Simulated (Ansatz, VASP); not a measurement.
**Cross-check of PtSe2 between VASP and Ansatz**

One calculation is typed for both programs; each brings its own data sets. How far apart do they land? The structure shown is the start of the Ansatz relaxation below; VASP solves that cell, so the two are compared at the walk's first step.

Calculated with Ansatz 0.2.0; plane waves, with VASP 6.6.1 beside it; single point at PBE.

## 1. Set-up

The cell holds 3 atoms: 1 Pt and 2 Se. Cell: a = 3.563 Å, b = 3.618 Å, c = 30.460 Å, α = 90.0°, β = 90.0°, γ = 119.5°. Vacuum lies along c.

## 2. Ansatz: relaxation, PBE

Ansatz runs on its PAW soft_1 files.

The two programs are compared at the cell with which this relaxation starts, whose forces are those of its first step.

input.yaml reads:

```yaml
crystal:
  lattice:
    - [3.5629392304, 0.0, 0.0]
    - [-1.7814696152, 3.1485672303, 0.0]
    - [0.0, 0.0, 30.46]
  atoms:
    - { symbol: Pt, position: [0.3351019963, 0.6702039927, 0.3282994091] }
    - { symbol: Se, position: [0.6657823352, 0.3315646703, 0.3770207581] }
    - { symbol: Se, position: [0.6657823352, 0.3315646703, 0.27957806] }
  periodic: [true, true, false]
kpoints:
  mp_grid: { grid: [15, 15, 1] }
hamiltonian:
  xc: pbe
  pseudopotentials: { kind: paw, azcp: { folder: soft_1 } }
scf:
  occupations: { method: methfessel_paxton, width: 0.2 }
output:
  forces: true
  stress: true
  eigenvalues: true
relax:
  adjacent_minimum: "off"
  f_tol: 0.001
  max_steps: 60
```

Run with:

```console
ansatz run input.yaml --threads 4 --pin off --max-ram 16384MiB --backend cpu --events-out ev --progress --plain --runs-dir out
```

Numbers of over 12 decimals in the logs are rounded to 6 here.

The program printed:

```text
Warning: output.stress: scf.convergence.dr2_threshold = 1e-9 eV (the default of a walk held to its f_tol) is looser than the 3e-10 eV advised for a printed stress (1e-10 eV for each atom of the cell: 3). What an SCF threshold leaves in a stress goes as its square root, and in the free energy as the threshold itself, and one threshold admits the most on a small cell: [figures from the program's tests cut] Every solve  [...]
Engine: ansatz 0.2.0, aarch64-unknown-linux-gnu
Pseudopotentials: kind: paw
Pseudopotential: Pt, paw, valence charge 18, recommended cutoff 420 eV (normal), soft_1/Pt.paw.azcp
Pseudopotential: Se, paw, valence charge 16, recommended cutoff 420 eV (normal), soft_1/Se.paw.azcp
Functional definition: PBE
  parameter kappa = 0.804
  parameter beta = 0.066725
  exchange = pbe_x(kappa = kappa, mu = beta*pi^2/3)
  correlation = pbe_c(beta = beta)
Crystal: 3 atoms, lattice volume = 341.705 Å³
Basis set: ecut = 420 eV, 6591 PW (Γ), exchange–correlation on 48×50×432 points (8 copies of the dense FFT grid, shifted against one another)
Bands: 30, of which v1, the nominal top of the filled ones, is band 25 counted from 1 (24 counted from 0)
Symmetry: 4 space group operations
Space group: Amm2 (ITA 38), of the structure as read, at distance tolerance 7.0e-5 Å
k-points: 64 of 225 (time reversal used)
Non-local potential: Pt, projectors of the file, l = 0: 3, l = 1: 2, l = 2: 2, l = 3: 1
Non-local potential: Se, projectors of the file, l = 0: 2, l = 1: 2, l = 2: 3, l = 3: 1
PAW form: soft (Blöchl's): semilocal exchange-correlation on the pseudo side does not see the compensation charge
PAW one-centre angular grid: Pt, 590 points (default); XC on 64 Gauss nodes
PAW one-centre angular grid: Se, 590 points (default); XC on 64 Gauss nodes
Initial density: superposition of atomic densities (neutral atoms: chi_scale 0, normalization atom)
Initial wavefunctions: pseudopotential atomic-orbital guess
Functional: x = pbe(κ = 0.804, μ = 0.219515), c = pbe(β = 0.066725)
SCF iter   1: F=—  HF=-23463.252233 eV  |F-HF|=—  |Δ(HF+E_count)|=         —  Δρ=2.88e-2  dr2=3.08e0  ethr=3.10e-3  ⟨swp⟩=12.0  Hψ=11159  notcnv=0
preconditioner: auto → LDOS  [metal: Δε(μ)=0.033 eV  Ē_g=8.895 eV  σ=0.200 eV  W_gap=0.14  n_scr=18 (ndim 8)  ℏωp=9.4 eV  f_vac=0.778  D(μ)=2.34/eV (n_scr^D=10)  β→1.0]
SCF iter   2: F=—  HF=-23462.785706 eV  |F-HF|=—  |Δ(HF+E_count)|=   4.67e-1  S|Δr|=    0.00e0  Δρ=8.25e-3  dr2=2.85e-1  ethr=3.10e-3  ⟨swp⟩=3.0  Hψ=5038  notcnv=0
SCF iter   3: F=—  HF=-23462.722970 eV  |F-HF|=—  |Δ(HF+E_count)|=   6.27e-2  S|Δr|=    0.00e0  Δρ=3.76e-3  dr2=7.06e-2  ethr=5.70e-4  ⟨swp⟩=3.1  Hψ=4616  notcnv=0
SCF iter   4: F=—  HF=-23462.700543 eV  |F-HF|=—  |Δ(HF+E_count)|=   2.24e-2  S|Δr|=    0.00e0  Δρ=1.18e-3  dr2=4.90e-3  ethr=1.41e-4  ⟨swp⟩=4.0  Hψ=5226  notcnv=0
SCF iter   5: F=—  HF=-23462.699540 eV  |F-HF|=—  |Δ(HF+E_count)|=   1.00e-3  S|Δr|=    0.00e0  Δρ=2.01e-4  dr2=1.37e-4  ethr=9.81e-6  ⟨swp⟩=2.8  Hψ=3672  notcnv=0
SCF iter   6: F=—  HF=-23462.699578 eV  |F-HF|=—  |Δ(HF+E_count)|=   3.85e-5  S|Δr|=    0.00e0  Δρ=5.78e-5  dr2=1.35e-5  ethr=2.73e-7  ⟨swp⟩=3.5  Hψ=4106  notcnv=0
SCF iter   7: F=—  HF=-23462.699557 eV  |F-HF|=—  |Δ(HF+E_count)|=   2.18e-5  S|Δr|=    0.00e0  Δρ=5.28e-6  dr2=8.41e-8  ethr=2.00e-10  ⟨swp⟩=14.8  Hψ=15429  notcnv=0
SCF iter   8: F=-23462.699557 eV  HF=-23462.699557 eV  |F-HF|=1.29e-8  |Δ(HF+E_count)|=   2.78e-7  S|Δr|=    0.00e0  Δρ=1.06e-6  dr2=5.21e-9  ethr=1.68e-10  ⟨swp⟩=5.7  Hψ=9950  notcnv=0
SCF 1 converged in 8 iterations: F = -23462.699557 eV  dr2 = 5.21e-9
  greatest PAW one-centre occupation: 1.000 electrons in one spin orbital (limit 2), on the Pt atom at site 0 (counted from 0), in its partial waves of l = 0
relax step   1: F+E_penalty+E_count = -23462.69955687 eV  Δ(F+E_penalty+E_count) = +0.000e0 eV  max|allowed force component| = 1.179e-1 eV/Å  Δτ_max = 0.0000 Å  (8 SCF iters, dr2 threshold 1.00e-7 eV, accepted)
[...]
relax step   2: F+E_penalty+E_count = -23462.70054508 eV  Δ(F+E_penalty+E_count) = -9.882e-4 eV  max|allowed force component| = 7.812e-2 eV/Å  Δτ_max = 0.0180 Å  (4 SCF iters, dr2 threshold 8.69e-7 eV, accepted)
[...]
relax step   3: F+E_penalty+E_count = -23462.70113432 eV  Δ(F+E_penalty+E_count) = -5.892e-4 eV  max|allowed force component| = 3.688e-2 eV/Å  Δτ_max = 0.0068 Å  (4 SCF iters, dr2 threshold 3.81e-7 eV, accepted)
[...]
relax step   4: F+E_penalty+E_count = -23462.70130404 eV  Δ(F+E_penalty+E_count) = -1.697e-4 eV  max|allowed force component| = 1.398e-3 eV/Å  Δτ_max = 0.0058 Å  (4 SCF iters, dr2 threshold 3.03e-7 eV, accepted)
[...]
relax step   5: F+E_penalty+E_count = -23462.70130406 eV  Δ(F+E_penalty+E_count) = -1.313e-8 eV  max|allowed force component| = 1.320e-3 eV/Å  Δτ_max = 0.0000 Å  (3 SCF iters, accepted)
[...]
relax step   6: F+E_penalty+E_count = -23462.70130418 eV  Δ(F+E_penalty+E_count) = -1.289e-7 eV  max|allowed force component| = 7.061e-4 eV/Å  Δτ_max = 0.0003 Å  (4 SCF iters, accepted)
SCF converged after 4 iterations
Stability not checked: this state was not tested for a lower state beside it, because cold or Methfessel-Paxton smearing, or corrected tetrahedra, fill the levels in a way that the test cannot read (fill_not_monotonic; see scf.lower_state_search)
Free energy (F): -23462.701304 eV
Harris-Foulkes:  -23462.701304 eV  (|F-HF|=1.19e-9)
Internal energy: -23462.704642 eV  (E = F + TS)
E sigma→0 (E₀):  -23462.702139 eV
Entropy (-TS):   0.003338 eV (1.113 meV/atom)
Fermi energy:    -4.728362 eV
--- Per-component energies (eV) ---
  E_band       = -1845.198438
  E_kinetic    = 815.402005
  E_local      = -130881.825203  (includes V_loc(G=0)·N_el)
  E_nonlocal   = -502.869017
  E_hartree    = 64934.962637
  E_xc         = -400.689925
  E_vxc        = -449.662742  (∫ρ·V_xc dr)
  E_paw        = -13745.215665  (= ΣΔE_a)
  E_vpaw       = -696.168339  (= ΣTr[D̂ρ^β])
  E_aug_tail   = 0.000366  (compensation charges beyond the density's cutoff)
  E_ewald      = 56317.530158
  E_smearing   = 0.003338  (= −TS)
  E_closure    = -0.000000  (closes the sum)
  Σ components = -23462.701304   (vs F -23462.701304, Δ=0.00e0)
--- Forces (eV/Å), atoms counted from 1 ---
  atom   1  Pt     0.00000000    -0.00070697     0.00000000
  atom   2  Se    -0.00000000     0.00035216    -0.00046533
  atom   3  Se    -0.00000000     0.00035216     0.00046533
  max |Σ_I F_I| component: 2.66e-6 eV/Å
--- 2D stress c σ (N/m, compression-positive) ---
        0.819919       0.000000       0.000000
        0.000000       0.390823       0.000000
        0.000000       0.000000       0.000000
  P = ½ c Tr σ = 0.6054 N/m
--- Band table (eV; the first three rows and the last of 64) ---
  k-point 0: bands = [... 21 lower, -7.3158, -6.3826, -4.1409, -4.0633, -4.0011, -3.7835, -1.9765 (-1.9765°), -0.4124, ... 1 higher]
  k-point 1: bands = [... 21 lower, -7.3684, -6.3203, -4.2649, -4.2491, -4.0968, -3.8870, -1.6769 (-1.6769°), -0.3342, ... 1 higher]
  k-point 2: bands = [... 21 lower, -7.5264, -6.2091, -4.7255, -4.6706, -4.1686, -3.9781, -1.0796 (-1.0796°), -0.1233, ... 1 higher]
  k-point 63: bands = [... 21 lower, -8.1341, -7.3117, -6.7376, -5.6083, -4.4313, -3.4923, -0.4872, 1.4865, ... 1 higher]
  ° read free of the cell's end (the report's vacuum.weakly_bound_levels)
--- Relaxed structure (6 steps of the walk, 6 accepted, 0 SCFs on fresh bases) ---
  F+E_penalty+E_count = -23462.70130418 eV   max|allowed force component| = 7.061e-4 eV/Å
  cell:  # Å, volume = 341.7050 Å³
    - [3.5629392304, 0.0, 0.0]
    - [-1.7814696152, 3.1485672303, 0.0]
    - [0.0, 0.0, 30.46]
  atoms:
    - { symbol: Pt, position: [0.336751, 0.673502, 0.328299] }
    - { symbol: Se, position: [0.664958, 0.329915, 0.377365] }
    - { symbol: Se, position: [0.664958, 0.329915, 0.279234] }
```

## 3. VASP: single point, PBE, start cell, pair 1

The same cell, functional, mesh and smearing now go to VASP, with its own data sets.

Lines of VASP's logs that name or quote its potential files are left out, and so is its time.

INCAR reads:

```
SYSTEM = PtSe2
PREC = Accurate
ENCUT = 400
EDIFF = 1E-06
NELM = 120
ISMEAR = 1
SIGMA = 0.2
LREAL = .FALSE.
ALGO = Normal
GGA = PE
NBANDS = 17
LASPH = .TRUE.
LORBIT = 11
LWAVE = .FALSE.
LCHARG = .FALSE.
ISIF = 2
LDIPOL = .TRUE.
IDIPOL = 3
DIPOL = 0.5 0.5 0.328
LVHAR = .TRUE.
GGA_COMPAT = .FALSE.
NELMDL = -8
KPAR = 2
```

POSCAR reads:

```
PtSe2
1.0
    3.5629392304      0.0000000000      0.0000000000
   -1.7814696152      3.1485672303      0.0000000000
    0.0000000000      0.0000000000     30.4600000000
Pt Se
1 2
Direct
    0.3351019441      0.6702038882      0.3282994091
    0.6657824978      0.3315647797      0.3770207485
    0.6657824978      0.3315647797      0.2795780696
```

KPOINTS reads:

```
Automatic mesh
0
Gamma
15 15 1
0 0 0
```

Potentials, in the order of the species: Pt and Se (PBE family, release 64).

Run with:

```console
mpirun -np 2 vasp_std
```

The program printed:

```text
[banner, memory and clock lines left out]
running    2 mpi-ranks, on    1 nodes
 distrk:  each k-point on    1 cores,    2 groups
 distr:  one band on    1 cores,    1 groups

 POSCAR found type information on POSCAR PtSe
 POSCAR found :  2 types and       3 ions
 LDA part: xc-table for (Slater+PW92), standard interpolation
 POSCAR, INCAR and KPOINTS ok, starting setup
 FFT: planning ... GRIDC
 FFT: planning ... GRID_SOFT
 FFT: planning ... GRID
 WAVECAR not read
 entering main loop
       N       E                     dE             d eps       ncg     rms          rms(c)
DAV:   1     0.160244311700E+03    0.16024E+03   -0.60090E+03  2176   0.738E+02
DAV:   2     0.459508592617E+01   -0.15565E+03   -0.14718E+03  3567   0.150E+02
DAV:   3    -0.131907775852E+02   -0.17786E+02   -0.17566E+02  2719   0.646E+01
DAV:   4    -0.135021487179E+02   -0.31137E+00   -0.30854E+00  2873   0.989E+00
DAV:   5    -0.135071434082E+02   -0.49947E-02   -0.49930E-02  3050   0.120E+00
DAV:   6    -0.135072726306E+02   -0.12922E-03   -0.12922E-03  3002   0.181E-01
DAV:   7    -0.135072768558E+02   -0.42252E-05   -0.42253E-05  3249   0.281E-02
DAV:   8    -0.135072769627E+02   -0.10688E-06   -0.10700E-06  2539   0.363E-03    0.130E+01
DAV:   9    -0.131415997654E+02    0.36568E+00   -0.44109E+00  2910   0.161E+01    0.846E+00
DAV:  10    -0.130582524102E+02    0.83347E-01   -0.19761E+00  2680   0.130E+01    0.354E+00
DAV:  11    -0.129253089938E+02    0.13294E+00   -0.39008E-01  2587   0.534E+00    0.400E-01
DAV:  12    -0.129258405800E+02   -0.53159E-03   -0.28533E-02  2830   0.114E+00    0.203E-01
DAV:  13    -0.129257896069E+02    0.50973E-04   -0.94805E-04  2604   0.219E-01    0.116E-01
DAV:  14    -0.129257619801E+02    0.27627E-04   -0.11312E-04  2852   0.708E-02    0.447E-02
DAV:  15    -0.129257551913E+02    0.67888E-05   -0.38196E-05  2864   0.455E-02    0.170E-02
DAV:  16    -0.129257680625E+02   -0.12871E-04   -0.86155E-06  2616   0.165E-02    0.576E-03
DAV:  17    -0.129257815299E+02   -0.13467E-04   -0.22307E-06  2061   0.821E-03    0.358E-03
DAV:  18    -0.129258076020E+02   -0.26072E-04   -0.51679E-06  2270   0.718E-03    0.382E-03
DAV:  19    -0.129258160882E+02   -0.84862E-05   -0.59067E-07  2241   0.392E-03    0.237E-03
DAV:  20    -0.129258298189E+02   -0.13731E-04   -0.10928E-06  1935   0.431E-03    0.161E-03
DAV:  21    -0.129258318168E+02   -0.19979E-05   -0.12418E-07  2366   0.189E-03    0.949E-04
DAV:  22    -0.129258336359E+02   -0.18191E-05   -0.50290E-08  2125   0.118E-03    0.231E-04
DAV:  23    -0.129258350113E+02   -0.13754E-05   -0.44102E-08  2157   0.457E-04    0.150E-04
DAV:  24    -0.129258355139E+02   -0.50261E-06   -0.93539E-09  2252   0.244E-04
   1 F= -.12925836E+02 E0= -.12926844E+02  d E =0.302587E-02
```

OUTCAR, selected parts (step 3):

```text
ion  position               nearest neighbor table
   1  0.335  0.670  0.328-   2 2.55   3 2.55   2 2.55   3 2.55   2 2.56   3 2.56
   2  0.666  0.332  0.377-   1 2.55   1 2.55   1 2.56
   3  0.666  0.332  0.280-   1 2.55   1 2.55   1 2.56

  LATTYP: Found a base centered orthorhombic cell.
 ALAT       =     3.5629392304
 B/A-ratio  =     1.7673987832
 C/A-ratio  =     8.5491213940

 Subroutine GETGRP returns: Found  4 space group operations
 (whereof  2 operations were pure point group operations)

The static configuration has the point symmetry C_1h.
 The point group associated with its full space group is C_2v.

 Found     64 irreducible k-points:

   k-points           NKPTS =     64   k-points in BZ     NKDIM =     64   number of bands    NBANDS=     17

   dimension x,y,z NGX =    24 NGY =   24 NGZ =  200
   dimension x,y,z NGXF=    48 NGYF=   48 NGZF=  400

   ENCUT  =  400.0 eV  29.40 Ry    5.42 a.u.   5.81  5.90 49.67*2*pi/ulx,y,z

   NELECT =      22.0000    total number of electrons

 k-points in reciprocal lattice and weights: Automatic mesh
   0.00000000  0.00000000  0.00000000       0.004
   0.06666667  0.00000000  0.00000000       0.018
   0.13333333  0.00000000  0.00000000       0.018
   0.20000000 -0.00000000  0.00000000       0.018
   0.26666667  0.00000000  0.00000000       0.018
   0.33333333  0.00000000  0.00000000       0.018
   0.40000000 -0.00000000  0.00000000       0.018
   0.46666667  0.00000000  0.00000000       0.018
   0.00000000  0.06666667  0.00000000       0.009
[...]
0.00000000  0.46666667  0.00000000       0.009
   0.06666667  0.46666667  0.00000000       0.009

 dipolmoment           0.000000      0.000000      0.000001 electrons x Angstroem

 average (electrostatic) potential at core
       1 -77.3513       2 -62.0651       3 -62.0651

 E-fermi :  -2.7391

 k-point     1 :       0.0000    0.0000    0.0000
  band No.  band energies     occupation
    ...
      5      -7.5890      2.00000
      6      -7.0988      2.00000
      7      -6.9949      2.00000
      8      -5.3368      2.00000
      9      -4.3670      2.00000
     10      -2.1353     -0.00017
     11      -2.1111     -0.00008
     12      -1.9753     -0.00000
     13      -1.8186     -0.00000
     14      -0.0108     -0.00000
    ...

 k-point     2 :       0.0667    0.0000    0.0000
  band No.  band energies     occupation
    ...
      5      -7.5969      2.00000
      6      -7.1405      2.00000
      7      -7.0451      2.00000
      8      -5.3848      2.00000
      9      -4.3010      2.00000
     10      -2.3235     -0.01233
     11      -2.1504     -0.00026
     12      -2.0856     -0.00004
     13      -2.0086     -0.00000
     14       0.2992     -0.00000
    ...

 k-point     3 :       0.1333    0.0000    0.0000
  band No.  band energies     occupation
    ...
      6      -7.2533      2.00000
      7      -7.1787      2.00000
      8      -5.5304      2.00000
      9      -4.1792      2.00000
     10      -2.7385      0.99475
     11      -2.6197      0.16286
     12      -2.3179     -0.01118
     13      -1.9695     -0.00000
     14       0.9015     -0.00000
     15       1.8574      0.00000
    ...

  Total        0.9040305      0.4032751      0.3296206      0.0000000      0.0000000      0.0000000
  in kB        4.2387945      1.8908658      1.5455164      0.0000000      0.0000000      0.0000000
  external PRESSURE =       2.5583923 kB  Pullay stress =       0.0000000 kB

  energy-cutoff  :      400.00
  volume of cell :      341.70
      direct lattice vectors                 reciprocal lattice vectors
     3.562939230  0.000000000  0.000000000     0.280667150  0.158802390  0.000000000
    -1.781469615  3.148567230  0.000000000     0.000000000  0.317604779  0.000000000
     0.000000000  0.000000000 30.460000000     0.000000000  0.000000000  0.032829941

 POSITION                                       TOTAL-FORCE (eV/Angst)
 -----------------------------------------------------------------------------------
      0.00000      2.11018     10.00000        -0.000000      0.067844     -0.000000
      1.78147      1.04395     11.48405         0.000000     -0.033922      0.120368
      1.78147      1.04395      8.51595         0.000000     -0.033922     -0.120368
 -----------------------------------------------------------------------------------
    total drift:                               -0.000263     -0.000084      0.000036

  FREE ENERGIE OF THE ION-ELECTRON SYSTEM (eV)
  ---------------------------------------------------
  free  energy   TOTEN  =       -12.9258355139 eV

  energy  without entropy=      -12.9288613860  energy(sigma->0) =      -12.92684414

 vacuum level on the upper side and lower side of the slab         1.979         1.979

 total charge
# of ion       s       p       d       tot
------------------------------------------
    1        0.633   0.615   8.065   9.313
    2        1.495   2.168   0.060   3.723
    3        1.495   2.168   0.060   3.723
--------------------------------------------------
tot          3.623   4.952   8.184  16.759

[... 3 further parts left out ...]
```

The run ends at a pressure of 0.26 GPa, with forces up to 0.13 eV/Å.

## 4. Comparison

Known differences besides the potentials themselves: Ansatz cuts the interaction across the vacuum, VASP repeats the sheet with a dipole correction; the data sets hold 50 valence electrons in Ansatz (on its PAW soft_1 files) and 22 in VASP; the cutoff is 420 eV in Ansatz and 400 eV in VASP. Total energies have different zeros and are not compared.

Forces (eV/Å; atoms numbered as in POSCAR):

```
atom         Ansatz x, y, z           VASP x, y, z
 Pt1    0.000, 0.068, 0.000    0.000, 0.068, 0.000
 Se2   0.000, -0.034, 0.118   0.000, -0.034, 0.120
 Se3  0.000, -0.034, -0.118  0.000, -0.034, -0.120
```

The forces differ by 1.2 meV/Å r.m.s., which is 1.8 % of the r.m.s. force of 0.063 eV/Å (both taken over all components). With vacuum in the cell, a pressure given here is an average over mostly empty space and none of the material.

## 5. Ansatz: relaxation, PBE

The two programs are compared at the cell with which this relaxation starts, whose forces are those of its first step.

The structure compared here is the start of the Ansatz relaxation; VASP solves that cell, so the two are compared at the walk's first step.

input.yaml, the sections that differ from step 2:

```yaml
crystal:
  lattice:
    - [3.6356522759, 0.0, 0.0]
    - [-1.817826138, 3.0855958857, 0.0]
    - [0.0, 0.0, 30.46]
  atoms:
    - { symbol: Pt, position: [0.331596609, 0.6631932179, 0.3282994091] }
    - { symbol: Se, position: [0.6675350288, 0.3350700577, 0.3770196813] }
    - { symbol: Se, position: [0.6675350288, 0.3350700577, 0.2795791368] }
  periodic: [true, true, false]
# kpoints, hamiltonian, scf, output, relax: as in step 2
```

Run with:

```console
ansatz run input.yaml --threads 4 --pin off --max-ram 16384MiB --backend cpu --events-out ev --progress --plain --runs-dir out
```

The program printed:

```text
[...]
Crystal: 3 atoms, lattice volume = 341.705 Å³
Basis set: ecut = 420 eV, 6557 PW (Γ), exchange–correlation on 50×48×432 points (8 copies of the dense FFT grid, shifted against one another)
Bands: 30, of which v1, the nominal top of the filled ones, is band 25 counted from 1 (24 counted from 0)
Symmetry: 4 space group operations
[...]
F+E_penalty+E_count = -23462.70112071 eV   max|allowed force component| = 8.057e-5 eV/Å
  cell:  # Å, volume = 341.7050 Å³
    - [3.6356522759, 2.945664236591463e-11, 0.0]
    - [-1.817826137975, 3.085596, 0.0]
    - [0.0, 0.0, 30.46]
  atoms:
    - { symbol: Pt, position: [0.330130, 0.660260, 0.328299] }
    - { symbol: Se, position: [0.668268, 0.336537, 0.377364] }
    - { symbol: Se, position: [0.668268, 0.336537, 0.279235] }
[key lines of the parts left out:]
SCF converged after 4 iterations
Free energy (F): -23462.701121 eV
Fermi energy:    -4.728366 eV
P = ½ c Tr σ = 0.6050 N/m
```

(Continued in part 2 of 2.)

[Lines on the potential files, build, host, timing and source positions are cut from VASP's logs without a mark.]

[Logs are printed without paths, hosts, clocks, repeated set-up lines and the standing remarks that a program may print on its own settings, such as how far it seeks lower states.]

[Hosts, paths, dates, database ids (printed as entryN), source tags and the programs' standing remarks are cut or masked in the printed files.]
